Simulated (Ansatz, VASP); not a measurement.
TiBe2H6 in VASP and in Ansatz

```
Ti Be H
1.0
     0.00000    3.08968    3.08968
     3.08968    0.00000    3.08968
     3.08968    3.08968    0.00000
Ti Be H
1 2 6
Cartesian
  0.0000 0.0000 0.0000
  4.6345 4.6345 4.6345
  1.5448 1.5448 1.5448
  0.0000 1.5448 1.5448
  3.0897 1.5448 1.5448
  1.5448 0.0000 1.5448
  1.5448 3.0897 1.5448
  1.5448 1.5448 0.0000
  1.5448 1.5448 3.0897
```

Change from the starting cell: ordered vacancies on the A sites of perovskite (Fm-3m, No. 225).

Alike in both runs: task relaxation of cell and atoms; functional PBE; k mesh 6 × 6 × 6; occupations gaussian, width 0.1 eV; no spin polarisation.

|  | VASP | Ansatz |
| --- | --- | --- |
| version | VASP 6.6.1 | Ansatz 0.2.0 |
| potentials or method | VASP PAW PBE potentials, release 64 (Ti_sv, Be, H) | scalar-relativistic, plane waves, PAW |
| plane-wave cutoff (eV) | 600 | 420 |
| valence electrons in the cell | 22 | 22 |

|  | VASP | Ansatz | Ansatz less VASP |
| --- | --- | --- | --- |
| gap on the k mesh at the Fermi level, each at its own relaxed structure (eV) | none | none | - |
| relaxed volume (Å³/atom) | 6.55 | 6.55 | 0.000 |
| relaxed cell length with the largest relative difference (Å) | 4.369 | 4.369 | 0.0000 |

A gap of «none» marks a metal or a gap that the smearing closes.

Caveats: the relaxation stopped at its first step, so nothing moved.
